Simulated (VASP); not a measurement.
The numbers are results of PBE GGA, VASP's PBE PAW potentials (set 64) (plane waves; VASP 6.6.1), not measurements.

The input files of a VASP run:

INCAR:
```
SYSTEM = Ta
PREC = Accurate
ENCUT = 480
EDIFF = 1E-7
NELM = 100
ALGO = Normal
LREAL = .FALSE.
LASPH = .TRUE.
ISMEAR = 1
SIGMA = 0.1
GGA = PE
LMAXMIX = 6
LWAVE = .FALSE.
LCHARG = .FALSE.
ISIF = 2
```

**POSCAR**
```
Ta
2.9322320
 -0.5773503353   0.5773503353   0.5773503353
  0.5773503353  -0.5773503353   0.5773503353
  0.5773503353   0.5773503353  -0.5773503353
Ta
1
Cart
  0.0000000000   0.0000000000   0.0000000000
```

### KPOINTS
```
Automatic mesh
0
Gamma
14 14 14
0 0 0
```

POTCAR, in this order: Ta_pv (PBE.64 set). Program: vasp_std.

Question: What will the output report for the number of irreducible k-points (NKPTS), number of bands (NBANDS), largest plane-wave count, number of space-group operations, FFT grid (NGX, NGY, NGZ)?

Answer: 
```
Property                                      Result
--------------------------------------  ------------
number of irreducible k-points (NKPTS)           104
number of bands (NBANDS)                           9
largest plane-wave count                         476
number of space-group operations                  48
FFT grid (NGX, NGY, NGZ)                24 × 24 × 24
```

The compound is Ta in the bcc structure. This cell was strained or had an atom moved on purpose.
